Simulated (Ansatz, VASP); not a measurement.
# BeMoS3 in two plane-wave programs, part 2 of 2

Aim: how closely do two programs agree when they are given the same cell, functional and k mesh? The cell is generated by rule, not measured, and may not be a known phase. The cell is taken from a series of runs on this material, whose earlier steps may have relaxed, scaled, displaced or heated it; both programs get it as it stands.

VASP 6.6.1 and Ansatz 0.2.0.

So far: The starting structure; VASP: zone-centre phonons, PBEsol.

## (2) VASP: zone-centre phonons, PBEsol (continued)

Level of this step: PBEsol, no spin polarisation; plane waves and PAW (Be, Mo_sv, S); invented cell (VASP).

Numbers of over 12 decimals in the logs are rounded to 6 here.

Parts of OUTCAR (step 2):

```text
ion  position               nearest neighbor table
   1  0.500  0.500  0.160-   4 2.19   5 2.19   5 2.19   4 2.19
   2  0.000  0.000  0.940-   3 2.09   4 2.41   5 2.41   4 2.41   5 2.41
   3  0.000  0.000  0.577-   2 2.09
   4  0.000  0.500  0.120-   1 2.19   1 2.19   2 2.41   2 2.41
   5  0.500  0.000  0.120-   1 2.19   1 2.19   2 2.41   2 2.41

  LATTYP: Found a simple tetragonal cell.
 ALAT       =     4.3557121062
 C/A-ratio  =     1.3207932891

 Subroutine GETGRP returns: Found  8 space group operations
 (whereof  8 operations were pure point group operations)

The static configuration has the point symmetry C_4v.

 Found     60 irreducible k-points:

   k-points           NKPTS =     60   k-points in BZ     NKDIM =     60   number of bands    NBANDS=     23

   dimension x,y,z NGX =    36 NGY =   36 NGZ =   48
   dimension x,y,z NGXF=    72 NGYF=   72 NGZF=   96

   ENCUT  =  600.0 eV  44.10 Ry    6.64 a.u.   8.70  8.70 11.49*2*pi/ulx,y,z

   NELECT =      34.0000    total number of electrons

 k-points in reciprocal lattice and weights: Automatic mesh
   0.00000000  0.00000000  0.00000000       0.003
   0.12500000  0.00000000  0.00000000       0.010
   0.25000000  0.00000000  0.00000000       0.010
   0.37500000  0.00000000  0.00000000       0.010
   0.50000000  0.00000000  0.00000000       0.005
   0.12500000  0.12500000  0.00000000       0.010
   0.25000000  0.12500000  0.00000000       0.021
   0.37500000  0.12500000  0.00000000       0.021
   0.50000000  0.12500000  0.00000000       0.010
[...]
0.50000000  0.37500000  0.50000000       0.010
   0.50000000  0.50000000  0.50000000       0.003

 average (electrostatic) potential at core
       1 -37.0299       2 -77.6045       3 -87.7256       4 -87.9617       5 -87.9617

 POSITION                                       TOTAL-FORCE (eV/Angst)
 -----------------------------------------------------------------------------------
      2.17786      2.17786      0.91785         0.000000     -0.000000     -0.008082
      0.00000      0.00000      5.40830        -0.000000      0.000000     -0.031744
      0.00000      0.00000      3.31702         0.000000      0.000000      0.021974
      0.00000      2.17786      0.69144         0.000000     -0.000000      0.008926
      2.17786      0.00000      0.69144         0.000000      0.000000      0.008926
 -----------------------------------------------------------------------------------
    total drift:                                0.000000     -0.000000     -0.000094

 Eigenvectors and eigenvalues of the dynamical matrix
 ----------------------------------------------------

   1 f  =   16.322745 THz   102.558832 2PiTHz  544.468170 cm-1    67.505419 meV
             X         Y         Z           dx          dy          dz
      2.177856  2.177856  0.917851    -0.000000   -0.000000    0.024093
      0.000000  0.000000  5.408304     0.000000    0.000000   -0.530112
      0.000000  0.000000  3.317018    -0.000000   -0.000000    0.846606
      0.000000  2.177856  0.691438     0.000000   -0.000000    0.028796
      2.177856  0.000000  0.691438    -0.000000    0.000000    0.028796

   2 f  =   11.456633 THz    71.984150 2PiTHz  382.152152 cm-1    47.380807 meV
             X         Y         Z           dx          dy          dz
      2.177856  2.177856  0.917851    -0.313601   -0.032959   -0.000000
      0.000000  0.000000  5.408304     0.478371    0.050277    0.000000
      0.000000  0.000000  3.317018    -0.069259   -0.007279   -0.000000
      0.000000  2.177856  0.691438     0.194903   -0.082696   -0.000000
      2.177856  0.000000  0.691438    -0.786833    0.020484   -0.000000

   3 f  =   11.456633 THz    71.984150 2PiTHz  382.152152 cm-1    47.380807 meV
             X         Y         Z           dx          dy          dz
      2.177856  2.177856  0.917851     0.032959   -0.313601   -0.000000
      0.000000  0.000000  5.408304    -0.050277    0.478371   -0.000000
      0.000000  0.000000  3.317018     0.007279   -0.069259   -0.000000
      0.000000  2.177856  0.691438    -0.020484   -0.786833   -0.000000
      2.177856  0.000000  0.691438     0.082696    0.194903   -0.000000

   4 f  =    9.063094 THz    56.945101 2PiTHz  302.312283 cm-1    37.481929 meV
             X         Y         Z           dx          dy          dz
      2.177856  2.177856  0.917851     0.620138   -0.441222    0.000000
      0.000000  0.000000  5.408304     0.205430   -0.146161    0.000000
      0.000000  0.000000  3.317018    -0.027408    0.019501    0.000000
      0.000000  2.177856  0.691438    -0.430255    0.161104   -0.000000
      2.177856  0.000000  0.691438    -0.226432    0.306122   -0.000000

   5 f  =    9.063094 THz    56.945101 2PiTHz  302.312283 cm-1    37.481929 meV
             X         Y         Z           dx          dy          dz
      2.177856  2.177856  0.917851     0.441222    0.620138   -0.000000
      0.000000  0.000000  5.408304     0.146161    0.205430    0.000000
      0.000000  0.000000  3.317018    -0.019501   -0.027408    0.000000
      0.000000  2.177856  0.691438    -0.306122   -0.226432   -0.000000
      2.177856  0.000000  0.691438    -0.161104   -0.430255    0.000000

   6 f  =    7.284906 THz    45.772417 2PiTHz  242.998322 cm-1    30.127939 meV
             X         Y         Z           dx          dy          dz
      2.177856  2.177856  0.917851    -0.000000    0.000000    0.199271
      0.000000  0.000000  5.408304    -0.000000    0.000000    0.434836
      0.000000  0.000000  3.317018     0.000000   -0.000000    0.306199
      0.000000  2.177856  0.691438     0.000000   -0.000000   -0.582001
      2.177856  0.000000  0.691438     0.000000   -0.000000   -0.582001

   7 f  =    5.866895 THz    36.862790 2PiTHz  195.698561 cm-1    24.263518 meV
             X         Y         Z           dx          dy          dz
      2.177856  2.177856  0.917851     0.000000   -0.000000    0.956550
      0.000000  0.000000  5.408304     0.000000    0.000000   -0.229929
      0.000000  0.000000  3.317018    -0.000000   -0.000000   -0.173389
      0.000000  2.177856  0.691438    -0.000000   -0.000000    0.032251
      2.177856  0.000000  0.691438     0.000000   -0.000000    0.032251

   8 f  =    4.448113 THz    27.948319 2PiTHz  148.373085 cm-1    18.395910 meV
             X         Y         Z           dx          dy          dz
      2.177856  2.177856  0.917851    -0.000000   -0.000000    0.000000
      0.000000  0.000000  5.408304    -0.000000   -0.000000    0.000000
      0.000000  0.000000  3.317018     0.000000    0.000000    0.000000
      0.000000  2.177856  0.691438    -0.000000   -0.000000   -0.707107
      2.177856  0.000000  0.691438    -0.000000   -0.000000    0.707107

   9 f  =    2.197411 THz    13.806742 2PiTHz   73.297750 cm-1     9.087759 meV
             X         Y         Z           dx          dy          dz
      2.177856  2.177856  0.917851     0.131023    0.048835   -0.000000
      0.000000  0.000000  5.408304     0.200456    0.074714   -0.000000
      0.000000  0.000000  3.317018    -0.851923   -0.317530   -0.000000
      0.000000  2.177856  0.691438     0.232409    0.075367   -0.000000
      2.177856  0.000000  0.691438     0.202209    0.086624   -0.000000

  10 f  =    2.197411 THz    13.806742 2PiTHz   73.297750 cm-1     9.087759 meV
             X         Y         Z           dx          dy          dz
      2.177856  2.177856  0.917851    -0.048835    0.131023    0.000000
      0.000000  0.000000  5.408304    -0.074714    0.200456    0.000000
      0.000000  0.000000  3.317018     0.317530   -0.851923    0.000000
      0.000000  2.177856  0.691438    -0.086624    0.202209    0.000000
      2.177856  0.000000  0.691438    -0.075367    0.232409    0.000000

  11 f/i=    0.000713 THz     0.004477 2PiTHz    0.023768 cm-1     0.002947 meV
             X         Y         Z           dx          dy          dz
      2.177856  2.177856  0.917851    -0.170086    0.126433    0.000000
      0.000000  0.000000  5.408304    -0.554207    0.411970    0.000000
      0.000000  0.000000  3.317018    -0.320116    0.237959    0.000000
      0.000000  2.177856  0.691438    -0.320739    0.238187    0.000000
      2.177856  0.000000  0.691438    -0.320423    0.238422    0.000000

  12 f/i=    0.000713 THz     0.004477 2PiTHz    0.023768 cm-1     0.002947 meV
             X         Y         Z           dx          dy          dz
      2.177856  2.177856  0.917851    -0.126433   -0.170086   -0.000000
      0.000000  0.000000  5.408304    -0.411970   -0.554207   -0.000000
      0.000000  0.000000  3.317018    -0.237959   -0.320116   -0.000000
      0.000000  2.177856  0.691438    -0.238422   -0.320423   -0.000000
      2.177856  0.000000  0.691438    -0.238187   -0.320739   -0.000000

  13 f/i=    0.001247 THz     0.007833 2PiTHz    0.041583 cm-1     0.005156 meV
             X         Y         Z           dx          dy          dz
      2.177856  2.177856  0.917851     0.000000   -0.000000    0.211476
      0.000000  0.000000  5.408304     0.000000   -0.000000    0.690674
      0.000000  0.000000  3.317018     0.000000   -0.000000    0.399295
      0.000000  2.177856  0.691438     0.000000   -0.000000    0.399256
      2.177856  0.000000  0.691438     0.000000   -0.000000    0.399256

  14 f/i=    1.971743 THz    12.388825 2PiTHz   65.770257 cm-1     8.154469 meV
             X         Y         Z           dx          dy          dz
      2.177856  2.177856  0.917851     0.181657    0.473132   -0.000000
      0.000000  0.000000  5.408304    -0.153098   -0.398749   -0.000000
      0.000000  0.000000  3.317018     0.032700    0.085168   -0.000000
      0.000000  2.177856  0.691438     0.243505   -0.281397   -0.000000
      2.177856  0.000000  0.691438    -0.108041    0.634218   -0.000000

  15 f/i=    1.971743 THz    12.388825 2PiTHz   65.770257 cm-1     8.154469 meV
             X         Y         Z           dx          dy          dz
      2.177856  2.177856  0.917851    -0.473132    0.181657   -0.000000
      0.000000  0.000000  5.408304     0.398749   -0.153098   -0.000000
      0.000000  0.000000  3.317018    -0.085168    0.032700   -0.000000
      0.000000  2.177856  0.691438    -0.634218   -0.108041   -0.000000
      2.177856  0.000000  0.691438     0.281397    0.243505   -0.000000

 ELASTIC MODULI CONTR FROM IONIC RELAXATION (kBar)
 Direction    XX          YY          ZZ          XY          YZ          ZX
 --------------------------------------------------------------------------------
 XX        -754.8220     93.4141   -264.1065      0.0000      0.0000      0.0000
 YY          93.4141   -754.8220   -264.1065      0.0000      0.0000      0.0000
 ZZ        -264.1065   -264.1065  -1755.0773      0.0000      0.0000      0.0000
 XY           0.0000      0.0000      0.0000      0.0000      0.0000      0.0000
 YZ           0.0000      0.0000      0.0000      0.0000   -128.3900      0.0000
 ZX           0.0000      0.0000      0.0000      0.0000      0.0000   -147.8318
 --------------------------------------------------------------------------------
```

This run has no spin polarisation, so a moment on Mo, if there is one, isn't seen.

## (3) Ansatz: zone-centre phonons, PBEsol

Ansatz runs on its default PAW (the set named soft_2) files.

The same cell, functional, mesh and smearing now go to Ansatz, which takes its cutoff from its data sets.

File input.yaml:

```yaml
crystal:
  lattice:
    - [4.3557121062, 0.0, 0.0]
    - [0.0, 4.3557121062, 0.0]
    - [0.0, 0.0, 5.7529953191]
  atoms:
    - { symbol: Be, position: [0.5, 0.5, 0.1595431221] }
    - { symbol: Mo, position: [0.0, 0.0, 0.9400848319] }
    - { symbol: S, position: [0.0, 0.0, 0.5765723288] }
    - { symbol: S, position: [0.0, 0.5, 0.1201874142] }
    - { symbol: S, position: [0.5, 0.0, 0.1201874142] }
kpoints:
  mp_grid: { grid: [8, 8, 6] }
hamiltonian:
  xc: pbesol
scf:
  occupations: { method: methfessel_paxton, width: 0.15 }
output:
  eigenvalues: true
phonons:
  method: dfpt
```

Run with:

```sh
$ ansatz run input.yaml --threads 8 --pin off --max-ram 14336MiB --backend cpu --events-out ev --progress --plain --runs-dir out
```

The program printed:

```text
zone centre: on kpoints.mp_grid the ground state, and the responses unless they are solved on pairs of k-points, stand on 100 of the mesh's 384 k-points, reduced under 4 symmetry operations, with k and −k counted as one. Each operation leaves every solved displacement unchanged or reverses it
Engine: ansatz 0.2.0, x86_64-unknown-linux-gnu
Pseudopotentials: kind: paw
Pseudopotential: Be, paw, valence charge 2, recommended cutoff 420 eV (normal), Be.paw.azcp
Pseudopotential: Mo, paw, valence charge 14, recommended cutoff 420 eV (normal), Mo.paw.azcp
Pseudopotential: S, paw, valence charge 6, recommended cutoff 420 eV (normal), S.paw.azcp
Functional definition: PBEsol
  exchange = pbesol_x
  correlation = pbesol_c
Crystal: 5 atoms, lattice volume = 109.147 Å³
Basis set: ecut = 420 eV, 2115 PW (Γ), exchange–correlation on 60×60×80 points (8 copies of the dense FFT grid, shifted against one another)
Bands: 22, of which v1, the nominal top of the filled ones, is band 17 counted from 1 (16 counted from 0)
Symmetry: 8 space group operations
k-points: 100 of 384 (irreducible under 4 space group operations, time reversal used)
Non-local potential: Be, projectors of the file, l = 0: 2, l = 1: 2, l = 2: 1
Non-local potential: Mo, projectors of the file, l = 0: 3, l = 1: 2, l = 2: 2, l = 3: 1
Non-local potential: S, projectors of the file, l = 0: 2, l = 1: 2, l = 2: 2
PAW form: soft (Blöchl's): semilocal exchange-correlation on the pseudo side does not see the compensation charge
PAW frozen core: Be, regenerated for the run's functional, and the local potential with it (the file was generated under x = pbe(κ = 0.804, μ = 0.219515), c = pbe(β = 0.066725))
PAW frozen core: Mo, regenerated for the run's functional, and the local potential with it (the file was generated under x = pbe(κ = 0.804, μ = 0.219515), c = pbe(β = 0.066725))
PAW frozen core: S, regenerated for the run's functional, and the local potential with it (the file was generated under x = pbe(κ = 0.804, μ = 0.219515), c = pbe(β = 0.066725))
PAW one-centre angular grid: Be, 110 points (default); XC on 64 Gauss nodes
PAW one-centre angular grid: Mo, 590 points (default); XC on 64 Gauss nodes
PAW one-centre angular grid: S, 110 points (default); XC on 64 Gauss nodes
Initial density: superposition of atomic densities (neutral atoms: chi_scale 0, normalization atom), corrected by the library's trained network
Initial wavefunctions: pseudopotential atomic-orbital guess
Functional: x = pbesol(κ = 0.804, μ = 0.123457), c = pbesol(β = 0.046)
SCF iter   1: F=—  HF=-7643.349744 eV  |F-HF|=—  |Δ(HF+E_count)|=         —  Δρ=1.56e-2  dr2=2.53e-1  ethr=1.77e-3  ⟨swp⟩=6.7  Hψ=11629  notcnv=0
preconditioner: auto → LDOS  [metal: Δε(μ)=0.021 eV  Ē_g=7.694 eV  σ=0.150 eV  W_gap=0.12  n_scr=20 (ndim 8)  ℏωp=18.1 eV  f_vac=0.098  D(μ)=1.38/eV (n_scr^D=6)  β→1.0]
SCF iter   2: F=—  HF=-7643.358618 eV  |F-HF|=—  |Δ(HF+E_count)|=   8.87e-3  S|Δr|=    0.00e0  Δρ=1.32e-2  dr2=4.00e-1  ethr=7.45e-4  ⟨swp⟩=2.7  Hψ=5081  notcnv=0  defer=7
SCF iter   3: F=—  HF=-7643.300873 eV  |F-HF|=—  |Δ(HF+E_count)|=   5.77e-2  S|Δr|=    0.00e0  Δρ=1.79e-3  dr2=2.70e-3  ethr=7.45e-4  ⟨swp⟩=2.3  Hψ=2983  notcnv=0  defer=7
SCF iter   4: F=—  HF=-7643.300947 eV  |F-HF|=—  |Δ(HF+E_count)|=   7.42e-5  S|Δr|=    0.00e0  Δρ=5.20e-4  dr2=4.20e-4  ethr=7.94e-6  ⟨swp⟩=2.3  Hψ=4458  notcnv=0
SCF iter   5: F=—  HF=-7643.300886 eV  |F-HF|=—  |Δ(HF+E_count)|=   6.09e-5  S|Δr|=    0.00e0  Δρ=2.05e-4  dr2=4.53e-5  ethr=1.24e-6  ⟨swp⟩=2.9  Hψ=3986  notcnv=0
SCF iter   6: F=—  HF=-7643.300879 eV  |F-HF|=—  |Δ(HF+E_count)|=   6.38e-6  S|Δr|=    0.00e0  Δρ=5.45e-5  dr2=3.86e-6  ethr=1.33e-7  ⟨swp⟩=2.5  Hψ=3726  notcnv=0
SCF iter   7: F=—  HF=-7643.300879 eV  |F-HF|=—  |Δ(HF+E_count)|=   8.49e-7  S|Δr|=    0.00e0  Δρ=2.71e-5  dr2=7.98e-7  ethr=1.14e-8  ⟨swp⟩=2.0  Hψ=3794  notcnv=0
SCF iter   8: F=—  HF=-7643.300878 eV  |F-HF|=—  |Δ(HF+E_count)|=   6.31e-7  S|Δr|=    0.00e0  Δρ=4.61e-6  dr2=1.78e-8  ethr=2.35e-9  ⟨swp⟩=2.5  Hψ=3609  notcnv=0
SCF iter   9: F=—  HF=-7643.300878 eV  |F-HF|=—  |Δ(HF+E_count)|=   5.19e-9  S|Δr|=    0.00e0  Δρ=7.91e-7  dr2=6.83e-10  ethr=5.23e-11  ⟨swp⟩=2.2  Hψ=3223  notcnv=0
SCF iter  10: F=—  HF=-7643.300878 eV  |F-HF|=—  |Δ(HF+E_count)|=  2.81e-10  S|Δr|=    0.00e0  Δρ=2.46e-7  dr2=7.68e-11  ethr=2.01e-12  ⟨swp⟩=2.0  Hψ=3531  notcnv=0
SCF iter  11: F=-7643.300878 eV  HF=-7643.300878 eV  |F-HF|=3.64e-12  |Δ(HF+E_count)|=    0.00e0  S|Δr|=    0.00e0  Δρ=5.67e-8  dr2=2.53e-12  ethr=1.00e-12  ⟨swp⟩=6.2  Hψ=10453  notcnv=0
SCF 1 converged in 11 iterations: F = -7643.300878 eV  dr2 = 2.53e-12
  greatest PAW one-centre occupation: 0.999 electrons in one spin orbital (limit 2), on the Mo atom at site 1 (counted from 0), in its partial waves of l = 0
DFPT response loops at Γ: preconditioner auto → Kerker (q_TF=auto, 2.246 Å⁻¹) (partly filled bands, converged f_vac=0.096); β = 1.00, the filter's whole step (`scf.mixing.beta` (0.50) is not read by the response loops under this deck's `scf.mixing.preconditioner`; to damp them name `kerker` or `kerker_dos`, under which they read `scf.mixing.beta`, and type it under 1.00, their step now; both keys bind the ground state too); Broyden in place of MSR1
SCF converged after 11 iterations
Stability not checked: this state was not tested for a lower state beside it, because cold or Methfessel-Paxton smearing, or corrected tetrahedra, fill the levels in a way that the test cannot read (fill_not_monotonic; see scf.lower_state_search)
Free energy (F): -7643.300878 eV
Harris-Foulkes:  -7643.300878 eV  (|F-HF|=3.64e-12)
Internal energy: -7643.302436 eV  (E = F + TS)
E sigma→0 (E₀):  -7643.301268 eV
Entropy (-TS):   0.001558 eV (0.312 meV/atom)
Fermi energy:    6.378005 eV
--- Per-component energies (eV) ---
  E_band       = -279.221407
  E_kinetic    = 780.908853
  E_local      = -2509.737860  (includes V_loc(G=0)·N_el)
  E_nonlocal   = 236.563814
  E_hartree    = 941.609109
  E_xc         = -487.914035
  E_vxc        = -508.127734  (∫ρ·V_xc dr)
  E_paw        = -4954.039923  (= ΣΔE_a)
  E_vpaw       = -162.046731  (= ΣTr[D̂ρ^β])
  E_aug_tail   = 0.000038  (compensation charges beyond the density's cutoff)
  E_ewald      = -1651.097112
  E_core_change = 0.404679  (= ΣΔE_core)
  E_smearing   = 0.001558  (= −TS)
  E_closure    = -0.000000  (closes the sum)
  Σ components = -7643.300878   (vs F -7643.300878, Δ=0.00e0)
--- Band table (eV; the first three rows and the last of 100) ---
  k-point 0: bands = [... 13 lower, 2.9476, 4.0934, 4.0934, 5.2343, 6.4864, 8.1003, 8.8239, 8.8239, ... 1 higher]
  k-point 1: bands = [... 13 lower, 2.9277, 4.1786, 4.1786, 5.2365, 6.5997, 8.0228, 8.6702, 8.6702, ... 1 higher]
  k-point 2: bands = [... 13 lower, 2.8886, 4.3550, 4.3550, 5.2410, 6.9146, 8.0046, 8.3738, 8.3738, ... 1 higher]
  k-point 99: bands = [... 13 lower, 3.9283, 3.9283, 5.4058, 5.4699, 6.5947, 6.5947, 7.5336, 8.5378, ... 1 higher]
--- Phonons (Γ-DFPT): 9 representative perturbations + reference, on 100 of 384 k-points (Σ response iterations 27) ---
  k mesh reduced under 4 symmetry operations, with k and −k counted as one. Each operation leaves every solved displacement unchanged or reverses it
  ASR residual: 1.122e-4 → 0.000e0 eV/Å²; symmetrization residual: 3.889e-6 eV/Å²
  ASR residual per site (eV/Å²): 1.12e-4 2.91e-5 2.12e-5 2.46e-5 2.46e-5
  Γ frequencies (cm⁻¹): -65.31 -65.31 0.00 0.00 0.00 72.47 72.47 148.67 197.60 243.85 294.74 294.74 381.09 381.09 546.39
  non-analytic LO–TO correction: not included (Born effective charges unavailable; polar crystals: no LO–TO splitting at Γ)
```

## (4) Differences

Known differences besides the potentials themselves: the cutoff is 420 eV in Ansatz and 600 eV in VASP; Ansatz makes its cores anew for this functional, VASP keeps those of its PBE data sets. Total energies have different zeros and are not compared.

Compared:

```csv
quantity,Ansatz,VASP,difference
"optical mode 1 to 2 (imaginary, printed as negative) (cm⁻¹)",-65.3,-65.8,+0.5
optical mode 3 to 4 (cm⁻¹),72.5,73.3,-1.13 %
optical mode 5 (cm⁻¹),148.7,148.4,+0.20 %
optical mode 6 (cm⁻¹),197.6,195.7,+0.97 %
optical mode 7 (cm⁻¹),243.8,243.0,+0.35 %
optical mode 8 to 9 (cm⁻¹),294.7,302.3,-2.50 %
optical mode 10 to 11 (cm⁻¹),381.1,382.2,-0.28 %
optical mode 12 (cm⁻¹),546.4,544.5,+0.35 %
```

Modes are paired by rising frequency, not by their patterns, so a pair may set unlike modes beside each other; they are those without the splitting of longitudinal modes.

## (5) Results

```json
{
  "r.m.s. difference of the optical zone-centre modes, each program's sorted by frequency (zone-centre phonons, PBEsol)": "3.3 cm⁻¹",
  "difference in optical mode 8 to 9 (zone-centre phonons, PBEsol)": "-2.5 %"
}
```

What this shows: The r.m.s. difference of the optical zone-centre modes, each program's sorted by frequency is 3.3 cm⁻¹ (zone-centre phonons, PBEsol). Among the rows given in per cent, the largest difference of the zone-centre phonons, PBEsol pair is in optical mode 8 to 9, -2.5 %. Such differences can come from data sets, numerical settings and the points named under the comparisons, not from the functional's error against experiment.

[Lines on the potential files, build, host, timing and source positions are cut from VASP's logs without a mark.]

[Logs are printed without paths, hosts, clocks, repeated set-up lines and the standing remarks that a program may print on its own settings, such as how far it seeks lower states.]

[Hosts, paths, dates, database ids (printed as entryN), source tags and the programs' standing remarks are cut or masked in the printed files.]
